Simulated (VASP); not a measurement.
Method: PBE GGA, VASP's PBE PAW potentials (set 64) (plane waves; VASP).

VASP input:

File POSCAR:
```
PtAl2
1
    0.0000000000     3.0141000000     3.0141000000
    3.0141000000     0.0000000000     3.0141000000
    3.0141000000     3.0141000000     0.0000000000
Al Pt
2 1
Direct
  0.2500000000   0.2500000000   0.2500000000
  0.7500000000   0.7500000000   0.7500000000
  0.0000000000   0.0000000000   0.0000000000
```

INCAR:
```
SYSTEM = PtAl2
PREC = Accurate
ENCUT = 400
EDIFF = 1E-6
NELM = 100
ALGO = Normal
LREAL = .FALSE.
LASPH = .TRUE.
ISMEAR = 1
SIGMA = 0.1
GGA = PE
LMAXMIX = 6
LWAVE = .FALSE.
LCHARG = .FALSE.
ISIF = 2
```

**KPOINTS**
```
Automatic
0
gamma
  7 7 7
0 0 0
```

POTCAR, in this order: Al Pt (PBE.64 set). Program: vasp_std.

Output

**OSZICAR**
```
       N       E                     dE             d eps       ncg     rms          rms(c)
DAV:   1     0.416643377214E+02    0.41664E+02   -0.55777E+03   488   0.898E+02
DAV:   2    -0.148755104682E+02   -0.56540E+02   -0.51170E+02   592   0.163E+02
DAV:   3    -0.167328907436E+02   -0.18574E+01   -0.18202E+01   608   0.286E+01
DAV:   4    -0.167488166964E+02   -0.15926E-01   -0.15921E-01   576   0.327E+00
DAV:   5    -0.167490699410E+02   -0.25324E-03   -0.25323E-03   624   0.425E-01    0.784E+00
DAV:   6    -0.163202463749E+02    0.42882E+00   -0.24544E+00   564   0.154E+01    0.205E+00
DAV:   7    -0.162367789512E+02    0.83467E-01   -0.22562E-01   520   0.479E+00    0.156E+00
DAV:   8    -0.162074828529E+02    0.29296E-01   -0.37312E-02   568   0.189E+00    0.259E-01
DAV:   9    -0.162074961686E+02   -0.13316E-04   -0.20033E-03   564   0.433E-01    0.169E-01
DAV:  10    -0.162076922150E+02   -0.19605E-03   -0.35480E-04   536   0.152E-01    0.189E-02
DAV:  11    -0.162076911778E+02    0.10373E-05   -0.20930E-05   576   0.468E-02    0.927E-03
DAV:  12    -0.162076941933E+02   -0.30155E-05   -0.68983E-06   516   0.188E-02    0.194E-03
DAV:  13    -0.162076941423E+02    0.51026E-07   -0.33491E-07   356   0.583E-03
   1 F= -.16207694E+02 E0= -.16207652E+02  d E =-.127792E-03
```

File OUTCAR:
```
------------------------ aborting loop because EDIFF is reached ----------------------------------------
  FORCE on cell =-STRESS in cart. coord.  units (eV):
  Direction    XX          YY          ZZ          XY          YZ          ZX
  --------------------------------------------------------------------------------------
  Total       -1.6842802     -1.6842802     -1.6842802     -0.0000000     -0.0000000      0.0000000
  in kB      -49.2744705    -49.2744705    -49.2744705     -0.0000000     -0.0000000      0.0000000
  external PRESSURE =     -49.2744705 kB  Pullay stress =       0.0000000 kB
  volume of cell :       54.76
      direct lattice vectors                 reciprocal lattice vectors
     0.000000000  3.014100000  3.014100000    -0.165886998  0.165886998  0.165886998
     3.014100000  0.000000000  3.014100000     0.165886998 -0.165886998  0.165886998
     3.014100000  3.014100000  0.000000000     0.165886998  0.165886998 -0.165886998
 POSITION                                       TOTAL-FORCE (eV/Angst)
 -----------------------------------------------------------------------------------
      1.50705      1.50705      1.50705         0.000000      0.000000      0.000000
      4.52115      4.52115      4.52115        -0.000000     -0.000000     -0.000000
      0.00000      0.00000      0.00000         0.000000      0.000000      0.000000
 -----------------------------------------------------------------------------------
    total drift:                               -0.000000     -0.000000      0.000000
  FREE ENERGIE OF THE ION-ELECTRON SYSTEM (eV)
  ---------------------------------------------------
  free  energy   TOTEN  =       -16.2076941423 eV

  energy  without entropy=      -16.2075663508  energy(sigma->0) =      -16.20765155
```
(Selected blocks of OUTCAR.)

The compound is PtAl2 in the fluorite structure. The cell was not relaxed at this level.
